**How low can the plane-wave cutoff go before the pressure of nickel is wrong?**

In a nickel crystal with one atom per cell, an energy that still falls by 1 meV for each extra eV of cutoff shifts the pressure by about 2 GPa at a cutoff of 250 eV. The cutoff sets the shortest wave that may be used to build the electron states. A low cutoff makes the run cheaper, and the energy often looks settled early. The pressure is a harder test, and the question here is what it does at 250 eV.

VASP 6.6.1 calculations with the PBE functional and the recommended PAW potential for fcc nickel, spin-polarised with collinear spins, in a fixed one-atom cell of 10.94 Å³. All rows use a 14 × 14 × 14 k-point mesh and Gaussian smearing of 0.1 eV. Pressure is positive in compression.

| wave cutoff | pressure (GPa) |
| --- | --- |
| 250 eV | ? |
| 300 eV | -1.460 |
| 350 eV | -1.540 |
| 400 eV | -1.670 |
| 450 eV | -1.280 |
| 520 eV | -1.090 |
| 600 eV | -1.170 |
| 700 eV | -1.110 |

Pressure counts as positive in compression, so a negative value means that the cell wants to shrink. From 520 eV on, the pressure stays near -1.1 GPa and scatters by 0.08 GPa. This settled value is no cutoff error: the fixed cell is slightly larger than the one this functional prefers. Between 300 and 400 eV the pressure moves away from the settled value, and only then does it turn back.

**Why the pressure is too negative**

The program computes the pressure from the change of energy with volume while it keeps the same set of plane waves. If the cell expands, these waves stretch with it. Longer waves have less kinetic energy, so the same set now corresponds to a lower cutoff. The basis gets poorer and the energy rises for a reason that has nothing to do with the crystal. The calculation reads this as a resistance to expansion, that is, as a pull inwards, known as Pulay stress.

The size follows in two steps. The kinetic energy of a wave goes as the inverse square of its wavelength, so the effective cutoff E_cut falls as V^(-2/3) when the volume V grows. The pressure is minus the derivative of the energy E with volume, so it gains the term

ΔP = (2/3) · (E_cut/V) · dE/dE_cut

which is negative, because the energy falls as the basis improves. The energy meant here is the uncorrected one. The program's printed energies include an atomic cutoff correction and can't supply this slope.

The formula contains the slope of the energy, not the error that is left in it. This is one reason why a calm energy is a poor guide. The atomic correction is another, since it hides part of the cutoff error in the printed energy but leaves the Pulay stress in place. At 400 eV the printed free energy lies within 1.4 meV of its value at 700 eV, yet the pressure is the furthest off of all the known rows, by about 0.5 GPa. If that whole offset is Pulay stress, a slope of only 0.14 meV per eV is enough to cause it. Why the slope stays up as far as 400 eV is not settled by these data. One would expect such a hump if the short-wave part of the d states fades in ripples instead of evenly.

**The forecast for 250 eV**

The recommended cutoff of this nickel potential is roughly 270 eV, a recalled figure. Above it, a higher cutoff adds only the fine tail of the compact d states. Below it, the cut removes waves that these states still need, so the slope should steepen sharply. My guess is 1 meV per eV, with 0.2 and 3 as limits.

For a volume of 10.94 Å³ the estimate runs as follows: (2/3) × 250 / 10.94 × 0.001 gives 0.0152 eV/Å³, which is 2.4 GPa. Subtracted from the settled pressure, this makes **-3.6 GPa, with a range from -8.4 to -1.6 GPa**, probably the most negative value of the series. The range is a judgement about the slope, not a statistical error. A straight line through the rows from 300 to 400 eV would instead give -1.3 GPa, but it knows nothing of the recommended cutoff.

The withheld rows as computed:

| wave cutoff | pressure (GPa) |
| --- | --- |
| 250 eV | -15.170 |

**What came out**

The direction was right and the size was wrong. The computed pressure is about -15 GPa, the most negative of the series, but far outside the stated range. The straight line misses by even more, since it foresaw a pressure slightly milder than at 300 eV.

Read backwards through the formula, the result needs a slope of almost 6 meV per eV, nearly twice my upper limit. It is also about fifty times the slope implied at 300 eV. If the whole offset is Pulay stress, the mechanism told where the pressure would go, but the guessed slope was far too gentle. The uncorrected energies that would test this are not at hand. A jump to another magnetic state is not the cause, though: the moment of the cell is about 0.59 μB at 250 eV, as it is at 700 eV. The printed output after this text lists the implied slope for every row; from 520 eV on these values are only scatter.

**What to do about it**

Test the pressure itself against the cutoff whenever a cell is to be relaxed or a stress is to be used. For this cell, 520 eV holds it to about 0.1 GPa. Two neighbouring cutoffs that agree are not enough: 300 and 350 eV differ by only 0.08 GPa, and both are off by more than 0.3 GPa.

With a bulk modulus of roughly 200 GPa, the offset at 400 eV would make a relaxed cell about 0.3 % too small in volume, which many purposes can bear. At 250 eV the same rough rule gives several per cent, which spoils a lattice constant relaxed by the stress. A modest step below the recommended cutoff can thus cost far more than all the steps above it. A lattice constant fitted to the energies of several volumes, all run at the same cutoff in eV, should suffer far less, because each volume then gets its own set of waves.

Output of the analysis:

```
Settled pressure, mean of 520 to 700 eV, in GPa: -1.123
Spread of the rows from 520 to 700 eV, in GPa: 0.08
Pulay term at 250 eV for a slope of 1 meV per eV, size in GPa: 2.441
Forecast for 250 eV, in GPa: -3.564
Upper end of the forecast range, in GPa: -1.612
Lower end of the forecast range, in GPa: -8.446
fit of pressure on 3 rows (ec <= 400): constant -0.8217 +/- 0.1, coefficient of ec -0.0021 +/- 0.00029; rms 0.0118, worst 350 eV -0.0167, leave-one-out rms 0.0433
  rows outside the fit (model, value, miss): 250 eV -1.347, -15.17, 13.8; 450 eV -1.767, -1.28, -0.487; 520 eV -1.914, -1.09, -0.824; 600 eV -2.082, -1.17, -0.912; 700 eV -2.292, -1.11, -1.18
Computed pressure at 250 eV, in GPa: -15.17
Computed less forecast at 250 eV, in GPa: -11.61
Offsets and the energy slopes they would need if all Pulay stress:
     row  offset in GPa  fall of energy in meV per eV
  250 eV         -14.05                         5.755
  300 eV        -0.3367                        0.1149
  350 eV        -0.4167                        0.1219
  400 eV        -0.5467                          0.14
  450 eV        -0.1567                       0.03566
  520 eV        0.03333                     -0.006566
  600 eV       -0.04667                      0.007966
  700 eV        0.01333                     -0.001951
Free energy at 300 eV less that at 700 eV, in meV: -10.58
Free energy at 400 eV less that at 700 eV, in meV: -1.362
Rough volume error from the 400 eV pressure offset, in percent: 0.2733
Rough volume error from the 250 eV pressure offset, in percent: 7.023
```
